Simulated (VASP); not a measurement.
# A VASP study of TaSb2 (PBEsol): structure first, properties next, part 6 of 6

What structure and properties does PBEsol give TaSb2, and how near are they to the measured ones? The start is a computed cell from the Materials Project.

VASP 6.6.1, plane waves and PAW; the level of theory is named at each step.

So far. Step 7 (Band structure (PBEsol + SOC)): There is no gap at this level. Step 7 (Band structure (PBEsol + SOC)): Of the bands kept, 2 cross the Fermi level on this path (spinor bands, one electron each).

## (8) Zone-centre phonons (PBEsol) (continued)

Level of this step: PBEsol; plane waves and PAW (Ta_pv, Sb) (VASP).

Parts of OUTCAR (step 8):

```text
   k-points           NKPTS =    115   k-points in BZ     NKDIM =    115   number of bands    NBANDS=     27

   NELECT =      42.0000    total number of electrons

  Total       -0.0209505      0.0194539      0.0752137      0.0000000      0.0000000      0.0446405
  in kB       -0.2526853      0.2346356      0.9071580      0.0000000      0.0000000      0.5384132
  external PRESSURE =       0.2963694 kB  Pullay stress =       0.0000000 kB

 POSITION                                       TOTAL-FORCE (eV/Angst)
 -----------------------------------------------------------------------------------
      5.27372      0.00000      5.80513        -0.023311      0.000000     -0.004301
      0.74517      0.00000      1.34420         0.023311      0.000000      0.004301
     -0.73802      0.00000      3.81450        -0.001678      0.000000      0.007383
      6.75692      0.00000      3.33483         0.001678      0.000000     -0.007383
      3.66465      0.00000      0.81858         0.018019      0.000000      0.003113
      2.35424      0.00000      6.33075        -0.018019      0.000000     -0.003113
 -----------------------------------------------------------------------------------
    total drift:                               -0.000014      0.000000      0.000000

 Eigenvectors and eigenvalues of the dynamical matrix
 ----------------------------------------------------

   1 f  =    6.887275 THz    43.274028 2PiTHz  229.734779 cm-1    28.483470 meV
             X         Y         Z           dx          dy          dz
      5.273718  0.000000  5.805128    -0.054163   -0.000000   -0.229720
      0.745174  0.000000  1.344202     0.054163   -0.000000    0.229720
     -0.738023  0.000000  3.814500     0.660418    0.000000    0.090041
      6.756915  0.000000  3.334829    -0.660418   -0.000000   -0.090041
      3.664652  0.000000  0.818583    -0.005154    0.000000   -0.003087
      2.354240  0.000000  6.330747     0.005154    0.000000    0.003087

   2 f  =    5.825918 THz    36.605323 2PiTHz  194.331712 cm-1    24.094051 meV
             X         Y         Z           dx          dy          dz
      5.273718  0.000000  5.805128    -0.304603    0.000000    0.397832
      0.745174  0.000000  1.344202    -0.304603    0.000000    0.397832
     -0.738023  0.000000  3.814500     0.016476   -0.000000   -0.293119
      6.756915  0.000000  3.334829     0.016476   -0.000000   -0.293119
      3.664652  0.000000  0.818583     0.354945    0.000000   -0.191758
      2.354240  0.000000  6.330747     0.354945   -0.000000   -0.191758

   3 f  =    5.720803 THz    35.944865 2PiTHz  190.825447 cm-1    23.659329 meV
             X         Y         Z           dx          dy          dz
      5.273718  0.000000  5.805128     0.329513   -0.000000    0.216478
      0.745174  0.000000  1.344202    -0.329513   -0.000000   -0.216478
     -0.738023  0.000000  3.814500     0.122810   -0.000000   -0.122005
      6.756915  0.000000  3.334829    -0.122810   -0.000000    0.122005
      3.664652  0.000000  0.818583     0.552245    0.000000   -0.098061
      2.354240  0.000000  6.330747    -0.552245   -0.000000    0.098061

   4 f  =    5.511395 THz    34.629114 2PiTHz  183.840339 cm-1    22.793287 meV
             X         Y         Z           dx          dy          dz
      5.273718  0.000000  5.805128     0.362721   -0.000000    0.301128
      0.745174  0.000000  1.344202     0.362721    0.000000    0.301128
     -0.738023  0.000000  3.814500    -0.110590    0.000000   -0.393430
      6.756915  0.000000  3.334829    -0.110590   -0.000000   -0.393430
      3.664652  0.000000  0.818583    -0.331722    0.000000    0.026435
      2.354240  0.000000  6.330747    -0.331722    0.000000    0.026435

   5 f  =    5.148814 THz    32.350951 2PiTHz  171.745938 cm-1    21.293773 meV
             X         Y         Z           dx          dy          dz
      5.273718  0.000000  5.805128    -0.293336   -0.000000    0.475825
      0.745174  0.000000  1.344202     0.293336   -0.000000   -0.475825
[...]
0.745174  0.000000  1.344202     0.000000    0.558754    0.000000
     -0.738023  0.000000  3.814500    -0.000000    0.431542    0.000000
      6.756915  0.000000  3.334829     0.000000   -0.431542   -0.000000
      3.664652  0.000000  0.818583     0.000000   -0.039557   -0.000000
      2.354240  0.000000  6.330747    -0.000000    0.039557    0.000000

   8 f  =    4.666357 THz    29.319587 2PiTHz  155.652924 cm-1    19.298494 meV
             X         Y         Z           dx          dy          dz
      5.273718  0.000000  5.805128     0.114356   -0.000000    0.163854
      0.745174  0.000000  1.344202    -0.114356    0.000000   -0.163854
     -0.738023  0.000000  3.814500     0.145527    0.000000   -0.594713
      6.756915  0.000000  3.334829    -0.145527   -0.000000    0.594713
      3.664652  0.000000  0.818583    -0.285002   -0.000000    0.063143
      2.354240  0.000000  6.330747     0.285002    0.000000   -0.063143

   9 f  =    4.352958 THz    27.350444 2PiTHz  145.199060 cm-1    18.002381 meV
             X         Y         Z           dx          dy          dz
      5.273718  0.000000  5.805128     0.134040    0.000000    0.185097
      0.745174  0.000000  1.344202     0.134040   -0.000000    0.185097
     -0.738023  0.000000  3.814500    -0.047905   -0.000000    0.338195
      6.756915  0.000000  3.334829    -0.047905    0.000000    0.338195
      3.664652  0.000000  0.818583    -0.115466   -0.000000   -0.563711
      2.354240  0.000000  6.330747    -0.115466    0.000000   -0.563711

  10 f  =    3.977308 THz    24.990161 2PiTHz  132.668704 cm-1    16.448816 meV
             X         Y         Z           dx          dy          dz
      5.273718  0.000000  5.805128     0.000000   -0.060519    0.000000
      0.745174  0.000000  1.344202    -0.000000    0.060519   -0.000000
     -0.738023  0.000000  3.814500     0.000000   -0.013792    0.000000
      6.756915  0.000000  3.334829     0.000000    0.013792    0.000000
      3.664652  0.000000  0.818583    -0.000000    0.704377   -0.000000
      2.354240  0.000000  6.330747     0.000000   -0.704377   -0.000000

  11 f  =    3.710643 THz    23.314655 2PiTHz  123.773715 cm-1    15.345978 meV
             X         Y         Z           dx          dy          dz
      5.273718  0.000000  5.805128    -0.108320    0.000000   -0.383454
      0.745174  0.000000  1.344202     0.108320    0.000000    0.383454
     -0.738023  0.000000  3.814500    -0.109549   -0.000000   -0.251974
      6.756915  0.000000  3.334829     0.109549   -0.000000    0.251974
      3.664652  0.000000  0.818583     0.093626    0.000000   -0.506924
      2.354240  0.000000  6.330747    -0.093626   -0.000000    0.506924

  12 f  =    3.479070 THz    21.859642 2PiTHz  116.049284 cm-1    14.388271 meV
             X         Y         Z           dx          dy          dz
      5.273718  0.000000  5.805128    -0.000000    0.429105   -0.000000
      0.745174  0.000000  1.344202     0.000000   -0.429105   -0.000000
     -0.738023  0.000000  3.814500    -0.000000    0.559983   -0.000000
      6.756915  0.000000  3.334829    -0.000000   -0.559983    0.000000
      3.664652  0.000000  0.818583     0.000000    0.047833    0.000000
      2.354240  0.000000  6.330747     0.000000   -0.047833   -0.000000

  13 f  =    3.444642 THz    21.643323 2PiTHz  114.900884 cm-1    14.245888 meV
             X         Y         Z           dx          dy          dz
      5.273718  0.000000  5.805128     0.000000   -0.110392   -0.000000
      0.745174  0.000000  1.344202    -0.000000   -0.110392    0.000000
     -0.738023  0.000000  3.814500     0.000000    0.556566    0.000000
      6.756915  0.000000  3.334829     0.000000    0.556566   -0.000000
      3.664652  0.000000  0.818583    -0.000000   -0.421957   -0.000000
      2.354240  0.000000  6.330747     0.000000   -0.421957    0.000000
    [... 43 further lines ...]
      3.664652  0.000000  0.818583    -0.012240   -0.000000    0.378598
      2.354240  0.000000  6.330747    -0.012240   -0.000000    0.378598

 ELASTIC MODULI CONTR FROM IONIC RELAXATION (kBar)
 Direction    XX          YY          ZZ          XY          YZ          ZX
 --------------------------------------------------------------------------------
 XX         -73.9464     20.5410    -26.1470      0.0000      0.0000     61.4797
 YY          20.5410   -150.4284   -136.9042      0.0000      0.0000    -22.9716
 ZZ         -26.1470   -136.9042   -297.5056      0.0000     -0.0000     48.8657
 XY           0.0000      0.0000      0.0000   -216.4186    -44.1917      0.0000
 YZ           0.0000      0.0000     -0.0000    -44.1917    -86.0740      0.0000
 ZX          61.4797    -22.9716     48.8657      0.0000      0.0000   -112.2011
 --------------------------------------------------------------------------------

[... 6 parts as in an earlier step ...]

[... 4 further parts left out ...]
```

Energies printed during the response cycles are not total energies of the cell.

Numbers from this step:

```yaml
bands: 27
irreducible_k_points: 115
pressure_of_the_cell: 0.02964 GPa
largest_force_of_the_cell: 0.02370 eV/Å
fermi_energy: 8.602 eV
```

Modes at Γ, with each element's share of the kinetic energy:

| mode | frequency (cm⁻¹) | symmetry | Ta % | Sb % |
| --- | --- | --- | --- | --- |
| 1 | -0.1 | acoustic | 43 | 57 |
| 2 | 0.0 | acoustic | 43 | 57 |
| 3 | 0.0 | acoustic | 43 | 57 |
| 4 | 94.6 | Bu | 10 | 90 |
| 5 | 107.3 | Ag | 56 | 44 |
| 6 | 114.9 | Au | 2 | 98 |
| 7 | 116.0 | Bg | 37 | 63 |
| 8 | 123.8 | Ag | 32 | 68 |
| 9 | 132.7 | Bg | 1 | 99 |
| 10 | 145.2 | Bu | 10 | 90 |
| 11 | 155.7 | Ag | 8 | 92 |
| 12 | 159.2 | Bg | 62 | 38 |
| 13 | 170.0 | Au | 55 | 45 |
| 14 | 171.7 | Ag | 62 | 38 |
| 15 | 183.8 | Bu | 44 | 56 |
| 16 | 190.8 | Ag | 31 | 69 |
| 17 | 194.3 | Bu | 50 | 50 |
| 18 | 229.7 | Ag | 11 | 89 |

Displacements in mode 4 (94.6 cm⁻¹), the largest set to 1:
```
Ta1  0.30  0.00 -0.09
Ta2  0.30  0.00 -0.09
Sb3 -1.00  0.00  0.07
Sb4 -1.00  0.00  0.07
Sb5  0.56  0.00  0.06
Sb6  0.56  0.00  0.06
```

Displacements in mode 8 (123.8 cm⁻¹), the largest set to 1:
```
Ta1 -0.18  0.00 -0.62
Ta2  0.18  0.00  0.62
Sb3 -0.22  0.00 -0.50
Sb4  0.22  0.00  0.50
Sb5  0.18  0.00 -1.00
Sb6 -0.18  0.00  1.00
```

The three acoustic modes lie within 0.1 cm⁻¹ of zero, and all others are real. By the characters of their eigenvectors the optical modes sort into (cm⁻¹) Raman active: Ag 107, Bg 116, Ag 124, Bg 133, Ag 156, Bg 159, Ag 172, Ag 191, Ag 230; infrared active: Bu 95, Au 115, Bu 145, Au 170, Bu 184, Bu 194. With a centre of inversion no mode is active in both.

## (9) Outcome

```yaml
relaxed_volume: 22.14 Å³/atom
relaxed_conventional_cell_a_b_c: 10.234, 3.637, 8.283 Å; angles 90.0, 120.5, 90.0°
space_group_after_relaxing_within_0p02_a: C2/m (No. 12)
band_gap: none, a metal
dos_at_the_fermi_level: 0.738 states/eV/cell
band_gap_pbesol_soc: none, a metal
highest_zone_centre_mode: 230 cm⁻¹
```

With PBEsol, TaSb2 relaxes to 22.14 Å³/atom in space group C2/m (held by the symmetry of the run) and comes out as a metal. Band structure (PBEsol): Of the bands kept, 1 crosses the Fermi level on this path. Band structure (PBEsol + SOC): Of the bands kept, 2 cross the Fermi level on this path (spinor bands, one electron each). Zone-centre phonons (PBEsol): The highest mode in this list at Γ, 229.7 cm⁻¹, is mostly motion of Sb (89 % of the kinetic energy). Modes at Γ alone can't show that the crystal is stable at other wave vectors. No search among competing phases was made, and a listed structure need not be the one stable at ambient conditions. All values are for a static lattice at zero temperature.

Comparison with the measured values:

```
              quantity  measured           PBEsol
lattice constant a (Å)    10.225  10.234 (+0.1 %)
lattice constant b (Å)     3.646   3.637 (-0.3 %)
lattice constant c (Å)     8.295   8.283 (-0.1 %)
```

Measured values from arxiv:1603.01717 (2016).

**Verdict.** The lattice constant a is off by +0.1 %: good agreement. The lattice constant b is off by -0.3 %: good agreement. The lattice constant c is off by -0.1 %: good agreement. The grades are ours: good and fair within 0.7 and 1.5 % for the lattice constant a, 0.7 and 1.5 % for the lattice constant b and 0.8 and 2 % for the lattice constant c. Zero-point motion and thermal expansion are not in the computed lattice constants.

[Lines on the potential files, build, host, timing and source positions are cut from VASP's logs without a mark.]

[Logs are printed without paths, hosts, clocks, repeated set-up lines and the standing remarks that a program may print on its own settings, such as how far it seeks lower states.]

[Hosts, paths, dates, database ids (printed as entryN), source tags and the programs' standing remarks are cut or masked in the printed files.]

[A measured line is paired with the nearest computed mode of its activity, which favours agreement.]
